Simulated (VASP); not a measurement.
The system is Bi.

```
Bi
1.0
     2.26750    1.30914    3.93800
    -2.26750    1.30914    3.93800
     0.00000   -2.61828    3.93800
Bi
2
Direct
  0.23400 0.23400 0.23400
  0.76600 0.76600 0.76600
```

| Item | Value |
| --- | --- |
| Program | VASP 6.6.1 |
| Task | relaxation of cell and atoms |
| Functional | PBE |
| Potentials or basis | VASP PAW PBE potentials, release 64 (Bi_d) |
| Cutoff | 600 eV |
| k mesh | 12 × 12 × 12 |
| Occupations | gaussian, width 0.1 eV |
| Spin | no spin polarisation |

At the start: pressure 2.2 GPa; volume 35.07 Å³/atom.

Problem. Where does the relaxation end?

Solution. Over 11 steps the energy falls by 11.4 meV/atom and the volume is 36.82 Å³/atom (+5.0 %); space group R-3m (No. 166, to 0.05 Å).

The path:
```tsv
step	energy change (eV)	largest force (eV/Å)	pressure (GPa)	volume (Å³)
1	0.0000	0.2312	2.21	70.14
2	-0.0139	0.1522	-1.15	75.16
3	-0.0218	0.0160	0.01	73.20
4	-0.0221	0.0192	0.01	73.24
5	-0.0225	0.0275	0.01	73.35
6	-0.0226	0.0312	0.02	73.40
7	-0.0227	0.0157	0.03	73.48
8	-0.0228	0.0028	0.03	73.55
9	-0.0228	0.0040	0.03	73.58
10	-0.0227	0.0052	-0.07	73.77
11	-0.0228	0.0003	0.00	73.65
```

Final structure:
```cif
data_structure
_symmetry_space_group_name_H-M 'P 1'
_symmetry_Int_Tables_number 1
_cell_length_a 4.8377
_cell_length_b 4.8377
_cell_length_c 4.8377
_cell_angle_alpha 56.537
_cell_angle_beta 56.537
_cell_angle_gamma 56.537
_cell_volume 73.65
loop_
_atom_site_label
_atom_site_type_symbol
_atom_site_fract_x
_atom_site_fract_y
_atom_site_fract_z
_atom_site_occupancy
Bi1 Bi 0.23380 0.23380 0.23380 1
Bi2 Bi 0.76620 0.76620 0.76620 1
```
